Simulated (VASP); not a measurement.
# Sn3P2 (P6_3/mmc) in VASP: single point with r2SCAN

Aim: the single point of Sn3P2 with r2SCAN.

Everything below comes from runs of VASP 6.6.1. Logs are shortened: lines on timing, memory, paths and dates and some standing lists are left out, and cuts for length are marked.

## (1) The structure

It takes space group P6_3/mmc (No. 194, hexagonal). Conventional cell: a = 3.906 Å, b = 3.906 Å, c = 18.524 Å, α = 90.00°, β = 90.00°, γ = 120.00°. Sn (site symmetry -6m2) is surrounded by 6 P at 2.92 Å. Sn (site symmetry 3m) has 3 P at 2.71 Å as nearest neighbours. Around P (site symmetry 3m) lie 6 Sn at 2.71 to 2.92 Å.

The cell was built by a generator and needn't be a form met in nature.

## (2) Single point, r2SCAN

File INCAR:

```
SYSTEM = Sn3P2
  PREC = Accurate
  ENCUT = 520
  EDIFF = 1E-6
  ISMEAR = 0
  SIGMA = 0.1
  LREAL = .FALSE.
  LASPH = .TRUE.
  NELM = 150
  ALGO = Normal
  ISIF = 2
  LWAVE = .FALSE.
  LCHARG = .FALSE.
  METAGGA = R2SCAN
  LMIXTAU = .TRUE.
  KPAR = 4
```

File KPOINTS:

```
Automatic mesh
0
G
  8 8 2
  0 0 0
```

File POSCAR:

```
Sn3P2
1.0
    3.9059060000      0.0000000000      0.0000000000
   -1.9529530000      3.3826130000      0.0000000000
    0.0000000000      0.0000000000     18.5236200000
Sn P
6 4
Direct
    0.0000000000      0.0000000000      0.2500000000
    0.0000000000      0.0000000000      0.7500000000
    0.3333330000      0.6666670000      0.9307960000
    0.6666670000      0.3333330000      0.4307960000
    0.3333330000      0.6666670000      0.5692040000
    0.6666670000      0.3333330000      0.0692040000
    0.3333330000      0.6666670000      0.1501210000
    0.6666670000      0.3333330000      0.6501210000
    0.3333330000      0.6666670000      0.3498790000
    0.6666670000      0.3333330000      0.8498790000
```

Potentials or basis: VASP PAW PBE potentials, release 64 (Sn_d, P).

The run is started by

```sh
cat potpaw_PBE.64/Sn_d/POTCAR potpaw_PBE.64/P/POTCAR > POTCAR
mpirun -np 4 vasp_std > vasp.out
```

OUTCAR:

```text
SYSTEM = Sn3P2
   PREC = Accurate
   ENCUT = 520
   EDIFF = 1E-6
   ISMEAR = 0
   LREAL = .FALSE.
   LASPH = .TRUE.
   NELM = 150
   ISIF = 2
   METAGGA = R2SCAN

 ion  position               nearest neighbor table
   1  0.000  0.000  0.250-   7 2.92   9 2.92   7 2.92   9 2.92   7 2.92   9 2.92
   2  0.000  0.000  0.750-   8 2.92  10 2.92   8 2.92  10 2.92   8 2.92  10 2.92
   3  0.333  0.667  0.931-  10 2.71  10 2.71  10 2.71   6 3.41   6 3.41   6 3.41
   4  0.667  0.333  0.431-   9 2.71   9 2.71   9 2.71   5 3.41   5 3.41   5 3.41
   5  0.333  0.667  0.569-   8 2.71   8 2.71   8 2.71   4 3.41   4 3.41   4 3.41
   6  0.667  0.333  0.069-   7 2.71   7 2.71   7 2.71   3 3.41   3 3.41   3 3.41
   7  0.333  0.667  0.150-   6 2.71   6 2.71   6 2.71   1 2.92   1 2.92   1 2.92
   8  0.667  0.333  0.650-   5 2.71   5 2.71   5 2.71   2 2.92   2 2.92   2 2.92
   9  0.333  0.667  0.350-   4 2.71   4 2.71   4 2.71   1 2.92   1 2.92   1 2.92
  10  0.667  0.333  0.850-   3 2.71   3 2.71   3 2.71   2 2.92   2 2.92   2 2.92

  LATTYP: Found a hexagonal cell.
 ALAT       =     3.9059060000
 C/A-ratio  =     4.7424643604

  Lattice vectors:

 A1 = (   3.9059060000,   0.0000000000,   0.0000000000)
 A2 = (  -1.9529530000,   3.3826130000,   0.0000000000)
 A3 = (   0.0000000000,   0.0000000000,  18.5236200000)

Analysis of symmetry for initial positions (statically):
=====================================================================
 Subroutine PRICEL returns:
 Original cell was already a primitive cell.

 Routine SETGRP: Setting up the symmetry group for a
 hexagonal supercell.

 Subroutine GETGRP returns: Found 24 space group operations
 (whereof 12 operations were pure point group operations)
 out of a pool of 24 trial point group operations.

The static configuration has the point symmetry D_3d.
 The point group associated with its full space group is D_6h.

Analysis of symmetry for dynamics (positions and initial velocities):
=====================================================================
 Subroutine PRICEL returns:
 Original cell was already a primitive cell.

 Routine SETGRP: Setting up the symmetry group for a
 hexagonal supercell.

 Subroutine GETGRP returns: Found 24 space group operations
 (whereof 12 operations were pure point group operations)
 out of a pool of 24 trial point group operations.

The dynamic configuration has the point symmetry D_3d.
 The point group associated with its full space group is D_6h.

 Subroutine INISYM returns: Found 24 space group operations
 (whereof 12 operations are pure point group operations),
 and found     1 'primitive' translations

----------------------------------------------------------------------------------------

                                     Primitive cell

  volume of cell :     244.7372

  direct lattice vectors                    reciprocal lattice vectors
     3.905906000  0.000000000  0.000000000     0.256022546  0.147814722  0.000000000
    -1.952953000  3.382613000  0.000000000     0.000000000  0.295629444  0.000000000
     0.000000000  0.000000000 18.523620000     0.000000000  0.000000000  0.053985128

  length of vectors
     3.905906000  3.905905289 18.523620000     0.295629390  0.295629444  0.053985128

  position of ions in fractional coordinates (direct lattice)
     0.000000000  0.000000000  0.250000000
     0.000000000  0.000000000  0.750000000
     0.333333000  0.666667000  0.930796000
     0.666667000  0.333333000  0.430796000
     0.333333000  0.666667000  0.569204000
     0.666667000  0.333333000  0.069204000
     0.333333000  0.666667000  0.150121000
     0.666667000  0.333333000  0.650121000
     0.333333000  0.666667000  0.349879000
     0.666667000  0.333333000  0.849879000

  ion indices of the primitive-cell ions
   primitive index   ion index
                 1           1
                 2           2
                 3           3
                 4           4
                 5           5
                 6           6
                 7           7
                 8           8
                 9           9
                10          10

----------------------------------------------------------------------------------------

 KPOINTS: Automatic mesh

Automatic generation of k-mesh.
 Grid dimensions read from file:
 generate k-points for:    8    8    2

 Generating k-lattice:

  Cartesian coordinates                     Fractional coordinates (reciprocal lattice)
     0.032002818  0.018476840  0.000000000     0.125000000  0.000000000  0.000000000
     0.000000000  0.036953680  0.000000000     0.000000000  0.125000000  0.000000000
     0.000000000  0.000000000  0.026992564     0.000000000  0.000000000  0.500000000

  Length of vectors
     0.036953674  0.036953680  0.026992564

  Shift w.r.t. Gamma in fractional coordinates (k-lattice)
     0.000000000  0.000000000  0.000000000

 Subroutine IBZKPT returns following result:
 ===========================================

 Found     20 irreducible k-points:

 Following reciprocal coordinates:
            Coordinates               Weight
  0.000000  0.000000  0.000000      1.000000
  0.125000  0.000000  0.000000      6.000000
  0.250000  0.000000  0.000000      6.000000
  0.375000  0.000000  0.000000      6.000000
  0.500000  0.000000  0.000000      3.000000
  0.125000  0.125000  0.000000      6.000000
[... 12 lines left out ...]
  0.250000  0.250000  0.500000      6.000000
  0.375000  0.250000  0.500000      6.000000
   k-points           NKPTS =     20   k-points in BZ     NKDIM =     20   number of bands    NBANDS=     62
   number of dos      NEDOS =    301   number of ions     NIONS =     10
   total plane-waves  NPLWV = 126000
   dimension x,y,z NGX =    30 NGY =   30 NGZ =  140
   dimension x,y,z NGXF=    60 NGYF=   60 NGZF=  280
   ions per type =               6   4
   NGX,Y,Z   is equivalent  to a cutoff of  12.77, 12.77, 12.56 a.u.
   NGXF,Y,Z  is equivalent  to a cutoff of  25.54, 25.54, 25.13 a.u.
 SYSTEM =  Sn3P2
   PREC   = accura    normal or accurate (medium, high low for compatibility)
   ISTART =      0    job   : 0-new  1-cont  2-samecut
   ICHARG =      2    charge: 1-file 2-atom 10-const
   ISPIN  =      1    spin polarized calculation?
   LNONCOLLINEAR =      F non collinear calculations
   LSORBIT =      F    spin-orbit coupling
   LASPH  =      T    aspherical Exc in radial PAW
   ENCUT  =  520.0 eV  38.22 Ry    6.18 a.u.   7.26  7.26 34.44*2*pi/ulx,y,z
   NELM   =    150;   NELMIN=  2; NELMDL= -5     # of ELM steps
   EDIFF  = 0.1E-05   stopping-criterion for ELM
   LREAL  =      F    real-space projection
   EDIFFG = 0.1E-04   stopping-criterion for IOM
   NSW    =      0    number of steps for IOM
   IBRION =     -1    ionic relax: 0-MD 1-quasi-New 2-CG
   NFREE  =      0    steps in history (QN), initial steepest desc. (CG)
   ISIF   =      2    stress and relaxation
   ISYM   =      2    0-nonsym 1-usesym 2-fastsym
   POTIM  = 0.5000    time-step for ionic-motion
   TEBEG  =    0.0;   TEEND  =   0.0 temperature during run
   PSTRESS=    0.0 pullay stress
   NELECT =     104.0000    total number of electrons
   NUPDOWN=      -1.0000    fix difference up-down
   EMIN   =  10.00;   EMAX   =-10.00  energy-range for DOS
   EFERMI =   0.00;   METHOD = LEGACY
   ISMEAR =     0;   SIGMA  =   0.10  broadening in eV -4-tet -1-fermi 0-gaus
   EFERMI_NEDOS =   21; number of points for ismear=-14 and -15
   IALGO  =     38    algorithm
   IMIX   =      4    mixing-type and parameters
     AMIX     =   0.40;   BMIX     =  1.00
     AMIX_MAG =   1.60;   BMIX_MAG =  1.00
  volume/ion in A,a.u.               =      24.47       165.16
  Fermi-wavevector in a.u.,A,eV,Ry     =   1.230796  2.325867 20.610894  1.514858
  Thomas-Fermi vector in A             =   2.365630
   LORBIT       =      0    0 simple, 1 ext, 2 COOP (PROOUT), +10 PAW based schemes
   METAGGA = R2SCAN    functional components
   LHFCALC =     F    Hartree Fock is set to
   AEXX    =    0.0000 exact exchange contribution
   IVDW    =     0    specifies the selected vdW correction
   LEPSILON=     F    determine dielectric tensor
   LRPA    =     F    only Hartree local field effects (RPA)
 non-spin polarized calculation
 Gauss-broadening in eV      SIGMA  =   0.10
  energy-cutoff  :      520.00
  volume of cell :      244.74
 maximum number of plane-waves:      6651
 NGX is ok and might be reduce to    30
   NGX = 15   NGY = 15   NGZ = 69

 number of electron     104.0000032 magnetization

 Free energy of the ion-electron system (eV)
  ---------------------------------------------------
  ext. energy  EPLUGINS =         0.00000000
  ---------------------------------------------------
  free energy    TOTEN  =      -183.48614248 eV

  energy without entropy =     -183.46462468  energy(sigma->0) =     -183.47538358

 E-fermi :   7.3137     XC(G=0): -10.7214

 val. band max:        7.3009512551   @ k =   0.0000   0.0000   0.0000
 cond. band min:       7.3206526716   @ k =   0.3750   0.2500   0.5000
 fundamental gap:      0.0197014165
 Fermi energy:         7.3136947273

 k-point     1 :       0.0000    0.0000    0.0000
  band No.  band energies     occupation
      1     -15.2037      2.00000
      2     -15.2036      2.00000
      3     -15.2036      2.00000
      4     -15.2036      2.00000
      5     -15.1714      2.00000
      6     -15.1714      2.00000
[... 54 lines left out ...]
     61      10.7945      0.00000
     62      10.8934      0.00000

 k-point     2 :       0.1250    0.0000    0.0000
  band No.  band energies     occupation
      1     -15.2046      2.00000
      2     -15.2046      2.00000
      3     -15.1981      2.00000
      4     -15.1981      2.00000
      5     -15.1711      2.00000
      6     -15.1710      2.00000
[... 1159 lines left out ...]
     61      11.0161      0.00000
     62      11.0161      0.00000

 k-point    20 :       0.3750    0.2500    0.5000
  band No.  band energies     occupation
      1     -15.1955      2.00000
      2     -15.1955      2.00000
      3     -15.1922      2.00000
      4     -15.1922      2.00000
      5     -15.1801      2.00000
      6     -15.1801      2.00000
[... 54 lines left out ...]
     61      11.3305      0.00000
     62      11.3305      0.00000

------------------------ aborting loop because EDIFF is reached ----------------------------------------

  FORCE on cell =-STRESS in cart. coord.  units (eV):
  Direction    XX          YY          ZZ          XY          YZ          ZX
  --------------------------------------------------------------------------------------
  -------------------------------------------------------------------------------------
  Total       -1.8980100     -1.8980090     -1.6203449      0.0000000      0.0000000      0.0000000
  in kB      -12.4253635    -12.4253575    -10.6076232      0.0000000      0.0000000      0.0000000
  external PRESSURE =     -11.8194481 kB  Pullay stress =       0.0000000 kB

 VOLUME and BASIS-vectors are now :
 -----------------------------------------------------------------------------
  energy-cutoff  :      520.00
  volume of cell :      244.74
      direct lattice vectors                 reciprocal lattice vectors
     3.905906000  0.000000000  0.000000000     0.256022546  0.147814722  0.000000000
    -1.952953000  3.382613000  0.000000000     0.000000000  0.295629444  0.000000000
     0.000000000  0.000000000 18.523620000     0.000000000  0.000000000  0.053985128

 POSITION                                       TOTAL-FORCE (eV/Angst)
 -----------------------------------------------------------------------------------
      0.00000      0.00000      4.63091        -0.000000      0.000000     -0.000000
      0.00000      0.00000     13.89272         0.000000     -0.000000     -0.000000
     -0.00000      2.25508     17.24171         0.000000     -0.000000     -0.140108
      1.95295      1.12754      7.97990        -0.000000      0.000000     -0.140108
     -0.00000      2.25508     10.54372         0.000000      0.000000      0.140108
      1.95295      1.12754      1.28191        -0.000000      0.000000      0.140108
     -0.00000      2.25508      2.78078        -0.000000      0.000000     -0.107949
      1.95295      1.12754     12.04259        -0.000000     -0.000000     -0.107949
     -0.00000      2.25508      6.48103         0.000000      0.000000      0.107949
      1.95295      1.12754     15.74284        -0.000000      0.000000      0.107949
 -----------------------------------------------------------------------------------
    total drift:                               -0.001440      0.001054      0.000023

  FREE ENERGIE OF THE ION-ELECTRON SYSTEM (eV)
  ---------------------------------------------------
  free  energy   TOTEN  =      -183.4861424848 eV

  energy  without entropy=     -183.4646246835  energy(sigma->0) =     -183.47538358
```

Run time: 13 min. Hardware: 4 MPI ranks of Intel Xeon 6975P-C (Granite Rapids), shared host; peak memory 0.52 GiB.

What came out:

```yaml
Free_energy: -183.4861 eV
Pressure: -1.2 GPa
Largest_force: 0.140 eV/Å
Band_gap_on_the_k_mesh: none (metal or under the smearing width)
```

Forces in eV/Å, atoms in the order of the input:
```
Sn   0.000  0.000  0.000
Sn   0.000  0.000  0.000
Sn   0.000  0.000 -0.140
Sn   0.000  0.000 -0.140
Sn   0.000  0.000  0.140
Sn   0.000  0.000  0.140
P    0.000  0.000 -0.108
P    0.000  0.000 -0.108
P    0.000  0.000  0.108
P    0.000  0.000  0.108
```

Caveat: the PAW data sets were made with another functional, which shifts forces and pressure a little.
